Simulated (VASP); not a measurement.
An input for Quantum ESPRESSO's pw.x (written as the equivalent of a VASP run, and not itself run):

```
&CONTROL
  calculation = 'scf'
  pseudo_dir = './pseudo'
  outdir = './out'
  tprnfor = .true.
  tstress = .true.
/
&SYSTEM
  ibrav = 0
  nat = 2
  ntyp = 2
  ecutwfc = 82.3
  occupations = 'smearing'
  smearing = 'gaussian'
  degauss = 0.003675
  input_dft = 'pbe'
/
&ELECTRONS
  conv_thr = 7.3e-09
  electron_maxstep = 100
/
ATOMIC_SPECIES
  Sr 87.620 Sr.upf
  Te 127.600 Te.upf
CELL_PARAMETERS angstrom
     0.0000000    3.3617916    3.3617916
     3.3617916    0.0000000    3.3617916
     3.3617916    3.3617916    0.0000000
ATOMIC_POSITIONS crystal
  Sr   0.0000000  0.0000000  0.0000000
  Te   0.5000000  0.5000000  0.5000000
K_POINTS automatic
  6 6 6 0 0 0
```

Problem. Translate this input to VASP (INCAR, KPOINTS, POSCAR, choice of POTCAR).

Solution. One answer among several that fit: 
### INCAR
```
# general
SYSTEM =SrTe
PREC   =Accurate
ENCUT  =480
LREAL  =.FALSE.
LASPH  =.TRUE.

# electronic loop
EDIFF  =1E-7
NELM   =100
ALGO   =Normal
LMAXMIX=4

# smearing
ISMEAR =0
SIGMA  =0.05

# functional
GGA    =PE

# ions
ISIF   =2

# output
LWAVE  =.FALSE.
LCHARG =.FALSE.
```

**KPOINTS**
```
Automatic mesh
0
Gamma
6 6 6
0 0 0
```

### POSCAR
```
SrTe
1
    0.0000000000     3.3617915910     3.3617915910
    3.3617915910     0.0000000000     3.3617915910
    3.3617915910     3.3617915910     0.0000000000
Sr Te
1 1
Direct
  0.0000000000   0.0000000000   0.0000000000
  0.5000000000   0.5000000000   0.5000000000
```

POTCAR, in this order: Sr_sv Te (PBE.64 set). Program: vasp_std.

The two are equivalent in intent, not identical: the potentials are each code's own (VASP's PAW set, PseudoDojo norm-conserving files in pw.x), so ENCUT and ecutwfc are chosen apart and not converted; conv_thr bounds pw.x's estimated SCF error, while EDIFF bounds the energy change between steps.

The compound is SrTe in the rock salt structure. It was relaxed first.
